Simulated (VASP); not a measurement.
```xyz
2
Lattice="0.0000 3.1718 3.1718 3.1718 0.0000 3.1718 3.1718 3.1718 0.0000" Properties=species:S:1:pos:R:3 pbc="T T T"
Ba     0.0000     0.0000     0.0000
S      3.1718     3.1718     3.1718
```

All values below come from PBE GGA with D3 dispersion (zero damping), VASP's PBE PAW potentials (set 64) (plane waves; VASP). Numerical set-up: 520 eV cut-off, 7×7×7 Γ-centred mesh, Gaussian smearing of 0.050 eV, potentials Ba_sv S.

Task: What does the run give for the energy per atom (σ→0), pressure?

Result: 
* **energy per atom (σ→0)**: -5.245 eV/atom
* **pressure**: 1.39 GPa

Only differences to runs with the same potentials and settings are physical.

The compound is BaS in the rock salt structure. This cell is one point of a volume scan, at 0.97 of the reference volume.
